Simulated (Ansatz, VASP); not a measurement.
# Cross-check of AlRu between VASP and Ansatz

Wanted: the spread between two codes on one cell, functional and k mesh. The cell is taken from a series of runs on this material, whose earlier steps may have relaxed, scaled, displaced or heated it; both programs get it as it stands.

Program: Ansatz 0.2.0. Level of theory: plane waves, with VASP 6.6.1 beside it; zone-centre phonons at LDA. Results are calculated unless marked as measured.

### 1. The structure

Symmetry: Pm-3m, No. 221, cubic system. The conventional cell has a = 2.934 Å, b = 2.934 Å, c = 2.934 Å, α = 90.00°, β = 90.00°, γ = 90.00°. Nearest to Al lie 8 Ru at 2.54 Å. Nearest to Ru lie 8 Al at 2.54 Å. Farther neighbours are not listed.

As a file:

```cif
data_structure
_symmetry_space_group_name_H-M 'Pm-3m'
_symmetry_Int_Tables_number 221
_cell_length_a 2.9338
_cell_length_b 2.9338
_cell_length_c 2.9338
_cell_angle_alpha 90.000
_cell_angle_beta 90.000
_cell_angle_gamma 90.000
_cell_volume 25.25
loop_
_atom_site_label
_atom_site_type_symbol
_atom_site_symmetry_multiplicity
_atom_site_Wyckoff_symbol
_atom_site_fract_x
_atom_site_fract_y
_atom_site_fract_z
_atom_site_occupancy
Al1 Al 1 a 0.00000 0.00000 0.00000 1
Ru1 Ru 1 b 0.50000 0.50000 0.50000 1
```

### 2. Ansatz: zone-centre phonons, LDA, pair 1

Ansatz runs on its PAW soft_1 files.

Second derivatives magnify differences that forces hide, and they need a tight electronic threshold.

Input file input.yaml:

```yaml
crystal:
  lattice:
    - [2.9338146889, 0.0, 0.0]
    - [0.0, 2.9338146889, 0.0]
    - [0.0, 0.0, 2.9338146889]
  atoms:
    - { symbol: Al, position: [0.0, 0.0, 0.0] }
    - { symbol: Ru, position: [0.5, 0.5, 0.5] }
kpoints:
  mp_grid: { grid: [16, 16, 16] }
hamiltonian:
  xc: lda
  pseudopotentials: { kind: paw, azcp: { folder: soft_1 }, xc_functional: pbe }
scf:
  occupations: { method: methfessel_paxton, width: 0.2 }
output:
  eigenvalues: true
phonons:
  method: dfpt
```

Run with:

```sh
> ansatz run input.yaml --threads 4 --pin off --max-ram 10240MiB --backend cpu --events-out ev --progress --plain --runs-dir out
```

Numbers of over 12 decimals in the logs are rounded to 6 here.

The log of the run:

```text
Engine: ansatz 0.2.0, aarch64-unknown-linux-gnu
Pseudopotentials: kind: paw
Pseudopotential: Al, paw, valence charge 3, recommended cutoff 420 eV (normal), soft_1/Al.paw.azcp
Pseudopotential: Ru, paw, valence charge 16, recommended cutoff 420 eV (normal), soft_1/Ru.paw.azcp
Functional definition: SPW92
  exchange = slater_x
  correlation = pw_c
Crystal: 2 atoms, lattice volume = 25.252 Å³
Basis set: ecut = 420 eV, 485 PW (Γ), exchange–correlation on 40×40×40 points (8 copies of the dense FFT grid, shifted against one another)
Bands: 14, of which v1, the nominal top of the filled ones, is band 10 counted from 1 (9 counted from 0)
Symmetry: 48 space group operations
k-points: 405 of 4096 (irreducible under 8 space group operations, time reversal used)
Non-local potential: Al, projectors of the file, l = 0: 2, l = 1: 2, l = 2: 1
Non-local potential: Ru, projectors of the file, l = 0: 3, l = 1: 2, l = 2: 2, l = 3: 1
PAW form: soft (Blöchl's): semilocal exchange-correlation on the pseudo side does not see the compensation charge
PAW frozen core: Al, regenerated for the run's functional, and the local potential with it (the file was generated under x = pbe(κ = 0.804, μ = 0.219515), c = pbe(β = 0.066725))
PAW frozen core: Ru, regenerated for the run's functional, and the local potential with it (the file was generated under x = pbe(κ = 0.804, μ = 0.219515), c = pbe(β = 0.066725))
PAW one-centre angular grid: Al, 110 points (default); XC on 64 Gauss nodes
PAW one-centre angular grid: Ru, 590 points (default); XC on 64 Gauss nodes
Initial density: superposition of atomic densities (chi_scale 0.1, normalization cell, long waves kept (reshape's long-wave potential 0.00 eV rms))
Initial wavefunctions: pseudopotential atomic-orbital guess
Functional: x = slater, c = lda
SCF iter   1: F=—  HF=-6273.547848 eV  |F-HF|=—  |Δ(HF+E_count)|=         —  Δρ=1.18e-1  dr2=4.08e0  ethr=3.10e-3  ⟨swp⟩=4.8  Hψ=27991  notcnv=0
preconditioner: auto → none  [metal: Δε(μ)=0.005 eV  Ē_g=9.218 eV  σ=0.200 eV  W_gap=0.02  n_scr=6 (ndim 8)  ℏωp=24.5 eV  f_vac=0.000  D(μ)=1.29/eV (n_scr^D=18)  sad-step TF]
SCF iter   2: F=—  HF=-6272.852535 eV  |F-HF|=—  |Δ(HF+E_count)|=   6.95e-1  S|Δr|=    0.00e0  Δρ=6.96e-2  dr2=1.48e0  ethr=3.10e-3  ⟨swp⟩=2.9  Hψ=12832  notcnv=0  defer=34
SCF iter   3: F=—  HF=-6272.490770 eV  |F-HF|=—  |Δ(HF+E_count)|=   3.62e-1  S|Δr|=    0.00e0  Δρ=3.98e-3  dr2=4.04e-3  ethr=3.10e-3  ⟨swp⟩=2.0  Hψ=9334  notcnv=0  defer=34
SCF iter   4: F=—  HF=-6272.490546 eV  |F-HF|=—  |Δ(HF+E_count)|=   2.24e-4  S|Δr|=    0.00e0  Δρ=5.04e-4  dr2=2.27e-5  ethr=2.13e-5  ⟨swp⟩=1.1  Hψ=8893  notcnv=0  defer=34
SCF iter   5: F=—  HF=-6272.490557 eV  |F-HF|=—  |Δ(HF+E_count)|=   1.11e-5  S|Δr|=    0.00e0  Δρ=4.08e-5  dr2=1.26e-7  ethr=1.20e-7  ⟨swp⟩=2.2  Hψ=9243  notcnv=0  defer=34
SCF iter   6: F=—  HF=-6272.490558 eV  |F-HF|=—  |Δ(HF+E_count)|=   4.42e-7  S|Δr|=    0.00e0  Δρ=3.50e-6  dr2=2.19e-9  ethr=6.65e-10  ⟨swp⟩=2.4  Hψ=9535  notcnv=0  defer=34
SCF iter   7: F=—  HF=-6272.490558 eV  |F-HF|=—  |Δ(HF+E_count)|=  6.68e-10  S|Δr|=    0.00e0  Δρ=3.30e-7  dr2=2.77e-11  ethr=1.15e-11  ⟨swp⟩=2.0  Hψ=9041  notcnv=0  defer=34
SCF iter   8: F=-6272.490558 eV  HF=-6272.490558 eV  |F-HF|=0.00e0  |Δ(HF+E_count)|=  7.28e-12  S|Δr|=    0.00e0  Δρ=1.51e-8  dr2=2.67e-14  ethr=1.00e-12  ⟨swp⟩=5.5  Hψ=21488  notcnv=0
SCF 1 converged in 8 iterations: F = -6272.490558 eV  dr2 = 2.67e-14
  greatest PAW one-centre occupation: 1.000 electrons in one spin orbital (limit 2), on the Ru atom at site 1 (counted from 0), in its partial waves of l = 0
DFPT response loops at Γ: preconditioner auto → Kerker (q_TF=auto, 2.602 Å⁻¹) (partly filled bands, converged f_vac=0.000); β = 1.00, the filter's whole step (`scf.mixing.beta` (0.50) is not read by the response loops under this deck's `scf.mixing.preconditioner`; to damp them name `kerker` or `kerker_dos`, under which they read `scf.mixing.beta`, and type it under 1.00, their step now; both keys bind the ground state too); Broyden in place of MSR1
SCF converged after 8 iterations
Stability not checked: this state was not tested for a lower state beside it, because cold or Methfessel-Paxton smearing, or corrected tetrahedra, fill the levels in a way that the test cannot read (fill_not_monotonic; see scf.lower_state_search)
Free energy (F): -6272.490558 eV
Harris-Foulkes:  -6272.490558 eV  (|F-HF|=0.00e0)
Internal energy: -6272.489256 eV  (E = F + TS)
E sigma→0 (E₀):  -6272.490232 eV
Entropy (-TS):   -0.001302 eV (-0.651 meV/atom)
Fermi energy:    16.899342 eV
--- Per-component energies (eV) ---
  E_band       = -106.605744
  E_kinetic    = 491.497630
  E_local      = -1761.408824  (includes V_loc(G=0)·N_el)
  E_nonlocal   = 432.122998
  E_hartree    = 637.630220
  E_xc         = -209.579972
  E_vxc        = -248.036180  (∫ρ·V_xc dr)
  E_paw        = -3829.264878  (= ΣΔE_a)
  E_vpaw       = -296.042418  (= ΣTr[D̂ρ^β])
  E_aug_tail   = 0.000604  (compensation charges beyond the density's cutoff)
  E_ewald      = -2034.114435
  E_core_change = 0.627401  (= ΣΔE_core)
  E_smearing   = -0.001302  (= −TS)
  E_closure    = -0.000000  (closes the sum)
  Σ components = -6272.490558   (vs F -6272.490558, Δ=0.00e0)
--- Band table (eV; the first three rows and the last of 405) ---
  k-point 0: bands = [... 6 lower, 12.9636, 17.0889, 17.0889, 17.0889, 23.1959, 23.1959, 23.1959, 28.2140]
  k-point 1: bands = [... 6 lower, 12.9961, 16.9843, 16.9843, 17.0994, 22.8167, 23.3571, 23.3571, 28.0170]
  k-point 2: bands = [... 6 lower, 13.0772, 16.7089, 16.7089, 17.1293, 21.9555, 23.8013, 23.8013, 27.4933]
  k-point 404: bands = [... 6 lower, 11.9306, 18.6478, 18.6478, 19.7347, 21.1405, 21.1405, 21.1405, 26.0181]
--- Phonons (Γ-DFPT): 2 representative perturbations + reference, on 405 of 4096 k-points (Σ response iterations 6) ---
  k mesh reduced under 8 symmetry operations, with k and −k counted as one. Each operation leaves every solved perturbation unchanged. A smaller set is not used because it would not reduce the number of displacements times k-points to solve
  ASR residual: 1.941e-5 → 0.000e0 eV/Å²; symmetrization residual: 2.012e-6 eV/Å²
  ASR residual per site (eV/Å²): 1.44e-6 1.94e-5
  Γ frequencies (cm⁻¹): 0.00 0.00 0.00 338.38 338.38 338.38
  non-analytic LO–TO correction: not included (Born effective charges unavailable; polar crystals: no LO–TO splitting at Γ)
```

The column dr2 measures how far the density is from self-consistency, as an energy; F and HF (Harris–Foulkes) agree once it is small.

### 3. VASP: zone-centre phonons, LDA, pair 1

The same cell, functional (in two slightly different forms), mesh and smearing now go to VASP, with its own data sets.

Lines of VASP's logs that name or quote its potential files are left out, and so is its time.

Input file INCAR:

```
SYSTEM = AlRu
PREC = Accurate
ENCUT = 500
EDIFF = 1E-08
NELM = 120
ISMEAR = 1
SIGMA = 0.2
LREAL = .FALSE.
ALGO = Normal
GGA = PW92
NBANDS = 14
LASPH = .TRUE.
LORBIT = 11
LWAVE = .FALSE.
LCHARG = .FALSE.
ISIF = 2
IBRION = 8
GGA_COMPAT = .FALSE.
KPAR = 2
```

Input file POSCAR:

```
AlRu
1.0
    2.9338146889      0.0000000000      0.0000000000
    0.0000000000      2.9338146889      0.0000000000
    0.0000000000      0.0000000000      2.9338146889
Al Ru
1 1
Direct
    0.0000000000      0.0000000000      0.0000000000
    0.5000000000      0.5000000000      0.5000000000
```

Input file KPOINTS:

```
Automatic mesh
0
Gamma
16 16 16
0 0 0
```

PAW data sets: Al and Ru_pv (LDA family, release 64).

Run with:

```sh
> mpirun -np 2 vasp_std
```

The log of the run:

```text
[banner, memory and clock lines left out]
running    2 mpi-ranks, on    1 nodes
 distrk:  each k-point on    1 cores,    2 groups
 distr:  one band on    1 cores,    1 groups

 POSCAR found type information on POSCAR AlRu
 POSCAR found :  2 types and       2 ions
|                                                                             |
|               ----> ADVICE to this user running VASP <----                  |
|                                                                             |
|     You enforced a specific xc type in the INCAR file but a different       |
|     [... a line on the potential file left out ...]
|     I HOPE YOU KNOW WHAT YOU ARE DOING!                                     |
|                                                                             |

 LDA part: xc-table for (Slater(with rela. corr.)+PW92), standard interpolation
 POSCAR, INCAR and KPOINTS ok, starting setup
 FFT: planning ... GRIDC
 FFT: planning ... GRID_SOFT
 FFT: planning ... GRID
 WAVECAR not read
 entering main loop
       N       E                     dE             d eps       ncg     rms          rms(c)
DAV:   1     0.113277965525E+03    0.11328E+03   -0.92413E+03  4756   0.111E+03
DAV:   2    -0.149647595015E+02   -0.12824E+03   -0.12269E+03  5106   0.321E+02
DAV:   3    -0.168427078467E+02   -0.18779E+01   -0.18688E+01  5628   0.411E+01
DAV:   4    -0.168572581477E+02   -0.14550E-01   -0.14547E-01  5882   0.363E+00
DAV:   5    -0.168574955913E+02   -0.23744E-03   -0.23742E-03  5940   0.387E-01    0.139E+01
DAV:   6    -0.162490213135E+02    0.60847E+00   -0.24794E+00  4932   0.183E+01    0.257E+00
DAV:   7    -0.161830762578E+02    0.65945E-01   -0.18755E-01  5004   0.515E+00    0.242E+00
DAV:   8    -0.161632620707E+02    0.19814E-01   -0.20912E-02  5646   0.110E+00    0.208E-01
DAV:   9    -0.161631316746E+02    0.13040E-03   -0.68171E-04  5934   0.148E-01    0.134E-01
DAV:  10    -0.161631162465E+02    0.15428E-04   -0.35369E-05  5606   0.716E-02    0.162E-02
DAV:  11    -0.161631152072E+02    0.10393E-05   -0.42704E-06  5988   0.257E-02    0.641E-03
DAV:  12    -0.161631151381E+02    0.69087E-07   -0.94289E-08  5658   0.320E-03    0.310E-04
DAV:  13    -0.161631151372E+02    0.91563E-09   -0.19425E-09  4364   0.403E-04
   1 F= -.16163115E+02 E0= -.16162668E+02  d E =-.134271E-02
 Linear response reoptimize wavefunctions to high precision
DAV:   1    -0.161631151372E+02   -0.44110E-10   -0.25480E-10  4436   0.147E-04
 Linear response DOF=           2
 Linear response progress:
  Degree of freedom:   1/  2
       N       E                     dE             d eps       ncg     rms          rms(c)
RMM:   1    -0.684283492769E-02   -0.68428E-02    0.36436E-03 20627   0.118E+00
RMM:   2    -0.624014876878E-02    0.60269E-03   -0.42157E-04 16895   0.153E-01    0.642E-02
RMM:   3    -0.617020841946E-02    0.69940E-04   -0.18547E-04 16650   0.847E-02    0.301E-02
RMM:   4    -0.623718850974E-02   -0.66980E-04   -0.94592E-05 17761   0.565E-02    0.722E-03
RMM:   5    -0.624071278234E-02   -0.35243E-05   -0.27108E-06 16999   0.157E-02    0.194E-03
RMM:   6    -0.624464809350E-02   -0.39353E-05   -0.27465E-07 19463   0.433E-03    0.752E-04
RMM:   7    -0.624306600486E-02    0.15821E-05   -0.27636E-08 18140   0.126E-03    0.106E-04
RMM:   8    -0.624319070521E-02   -0.12470E-06   -0.24504E-09 19056   0.323E-04    0.809E-05
RMM:   9    -0.624327411857E-02   -0.83413E-07    0.40738E-10 20232   0.874E-05    0.185E-05
RMM:  10    -0.624327728670E-02   -0.31681E-08   -0.82891E-10 19656   0.349E-05    0.339E-06
 first order change of Fermi-energy  -0.20498E-03
 force on displaced ion       1 direction 1 :  -9.094   0.000   0.000
 Linear response progress:
  Degree of freedom:   2/  2
       N       E                     dE             d eps       ncg     rms          rms(c)
RMM:   1    -0.530210153880E+00   -0.53021E+00    0.41729E+00 11928   0.642E+01
RMM:   2    -0.639964677930E+00   -0.10975E+00   -0.11857E-01 16824   0.307E+00    0.159E-01
RMM:   3    -0.640151763068E+00   -0.18709E-03   -0.21259E-03 19445   0.362E-01    0.895E-02
RMM:   4    -0.639709558659E+00    0.44220E-03   -0.21777E-04 19494   0.137E-01    0.206E-02
RMM:   5    -0.639636940637E+00    0.72618E-04   -0.17102E-05 20738   0.345E-02    0.100E-02
RMM:   6    -0.639582640704E+00    0.54300E-04   -0.17221E-06 20952   0.102E-02    0.765E-04
RMM:   7    -0.639584184092E+00   -0.15434E-05   -0.11594E-07 21890   0.230E-03    0.375E-04
RMM:   8    -0.639586608621E+00   -0.24245E-05    0.18636E-07 22555   0.829E-04    0.141E-04
RMM:   9    -0.639587443749E+00   -0.83513E-06    0.78559E-08 22253   0.417E-04    0.642E-05
RMM:  10    -0.639588629000E+00   -0.11853E-05   -0.88232E-09 22955   0.258E-04    0.705E-06
RMM:  11    -0.639588564445E+00    0.64554E-07   -0.67538E-09 25071   0.137E-04    0.360E-06
RMM:  12    -0.639588489596E+00    0.74849E-07   -0.17721E-08 24315   0.101E-04    0.122E-06
RMM:  13    -0.639588465594E+00    0.24002E-07   -0.24111E-09 24229   0.793E-05    0.879E-07
RMM:  14    -0.639588467764E+00   -0.21697E-08   -0.46032E-09 24148   0.678E-05    0.585E-07
 first order change of Fermi-energy   0.21358E-02
 force on displaced ion       2 direction 1 :  -9.106  -0.000  -0.000
 Linear response finished
```

OUTCAR, selected parts (step 3):

```text
ion  position               nearest neighbor table
   1  0.000  0.000  0.000-   2 2.54   2 2.54   2 2.54   2 2.54   2 2.54   2 2.54   2 2.54   2 2.54

  LATTYP: Found a simple cubic cell.
 ALAT       =     2.9338146889

 Subroutine GETGRP returns: Found 48 space group operations
 (whereof 48 operations were pure point group operations)

The static configuration has the point symmetry O_h .

 Found    165 irreducible k-points:

   k-points           NKPTS =    165   k-points in BZ     NKDIM =    165   number of bands    NBANDS=     14

   dimension x,y,z NGX =    24 NGY =   24 NGZ =   24
   dimension x,y,z NGXF=    48 NGYF=   48 NGZF=   48

   ENCUT  =  500.0 eV  36.75 Ry    6.06 a.u.   5.35  5.35  5.35*2*pi/ulx,y,z

   NELECT =      17.0000    total number of electrons

 k-points in reciprocal lattice and weights: Automatic mesh
   0.00000000  0.00000000  0.00000000       0.000
   0.06250000  0.00000000  0.00000000       0.001
   0.12500000  0.00000000  0.00000000       0.001
   0.18750000  0.00000000  0.00000000       0.001
   0.25000000  0.00000000  0.00000000       0.001
   0.31250000  0.00000000  0.00000000       0.001
   0.37500000  0.00000000  0.00000000       0.001
   0.43750000  0.00000000  0.00000000       0.001
   0.50000000  0.00000000  0.00000000       0.001
[...]
0.50000000  0.50000000  0.43750000       0.001
   0.50000000  0.50000000  0.50000000       0.000

 average (electrostatic) potential at core
       1 -65.8884       2 -67.6007

  Total        0.8494702      0.8494702      0.8494702      0.0000000      0.0000000     -0.0000000
  in kB       53.8965158     53.8965158     53.8965158      0.0000000      0.0000000     -0.0000000
  external PRESSURE =      53.8965158 kB  Pullay stress =       0.0000000 kB

  energy-cutoff  :      500.00
  volume of cell :       25.25
      direct lattice vectors                 reciprocal lattice vectors
     2.933814689  0.000000000  0.000000000     0.340853157  0.000000000  0.000000000
     0.000000000  2.933814689  0.000000000     0.000000000  0.340853157  0.000000000
     0.000000000  0.000000000  2.933814689     0.000000000  0.000000000  0.340853157

 POSITION                                       TOTAL-FORCE (eV/Angst)
 -----------------------------------------------------------------------------------
      0.00000      0.00000      0.00000         0.000000      0.000000      0.000000
      1.46691      1.46691      1.46691         0.000000      0.000000      0.000000
 -----------------------------------------------------------------------------------
    total drift:                                0.000000     -0.000000     -0.000000

 Eigenvectors and eigenvalues of the dynamical matrix
 ----------------------------------------------------

   1 f  =   10.217334 THz    64.197403 2PiTHz  340.813577 cm-1    42.255479 meV
             X         Y         Z           dx          dy          dz
      0.000000  0.000000  0.000000    -0.000000   -0.888293   -0.000000
      1.466907  1.466907  1.466907     0.000000    0.459276    0.000000

   2 f  =   10.217334 THz    64.197403 2PiTHz  340.813577 cm-1    42.255479 meV
             X         Y         Z           dx          dy          dz
      0.000000  0.000000  0.000000     0.888293   -0.000000    0.000000
      1.466907  1.466907  1.466907    -0.459276    0.000000    0.000000

   3 f  =   10.217334 THz    64.197403 2PiTHz  340.813577 cm-1    42.255479 meV
             X         Y         Z           dx          dy          dz
      0.000000  0.000000  0.000000    -0.000000   -0.000000    0.888293
      1.466907  1.466907  1.466907     0.000000    0.000000   -0.459276

   4 f/i=    0.002877 THz     0.018075 2PiTHz    0.095957 cm-1     0.011897 meV
             X         Y         Z           dx          dy          dz
      0.000000  0.000000  0.000000    -0.000000    0.459276    0.000000
      1.466907  1.466907  1.466907    -0.000000    0.888293    0.000000

   5 f/i=    0.002877 THz     0.018075 2PiTHz    0.095957 cm-1     0.011897 meV
             X         Y         Z           dx          dy          dz
      0.000000  0.000000  0.000000    -0.459276   -0.000000   -0.000000
      1.466907  1.466907  1.466907    -0.888293   -0.000000    0.000000

   6 f/i=    0.002877 THz     0.018075 2PiTHz    0.095957 cm-1     0.011897 meV
             X         Y         Z           dx          dy          dz
      0.000000  0.000000  0.000000     0.000000    0.000000   -0.459276
      1.466907  1.466907  1.466907    -0.000000    0.000000   -0.888293

 ELASTIC MODULI CONTR FROM IONIC RELAXATION (kBar)
 Direction    XX          YY          ZZ          XY          YZ          ZX
 --------------------------------------------------------------------------------
 XX           0.0000      0.0000      0.0000      0.0000      0.0000      0.0000
 YY           0.0000      0.0000      0.0000      0.0000      0.0000      0.0000
 ZZ           0.0000      0.0000      0.0000      0.0000      0.0000      0.0000
 XY           0.0000      0.0000      0.0000      0.0000      0.0000      0.0000
 YZ           0.0000      0.0000      0.0000      0.0000      0.0000      0.0000
 ZX           0.0000      0.0000      0.0000      0.0000      0.0000      0.0000
 --------------------------------------------------------------------------------
```

### 4. Side by side

Known differences besides the potentials themselves: the data sets hold 19 valence electrons in Ansatz (on its PAW soft_1 files) and 17 in VASP; the cutoff is 420 eV in Ansatz and 500 eV in VASP; VASP's log shows a relativistic correction to its local exchange, Ansatz's none. Total energies have different zeros and are not compared.

The two programs side by side:

```csv
quantity,Ansatz,VASP,difference
optical mode 1 to 3 (cm⁻¹),338.4,340.8,-0.71 %
```

Modes are paired by rising frequency, not by their patterns, so a pair may set unlike modes beside each other; they are those without the splitting of longitudinal modes.

[end of part 1 of 2]

[Lines on the potential files, build, host, timing and source positions are cut from VASP's logs without a mark.]

[Logs are printed without paths, hosts, clocks, repeated set-up lines and the standing remarks that a program may print on its own settings, such as how far it seeks lower states.]

[Hosts, paths, dates, database ids (printed as entryN), source tags and the programs' standing remarks are cut or masked in the printed files.]
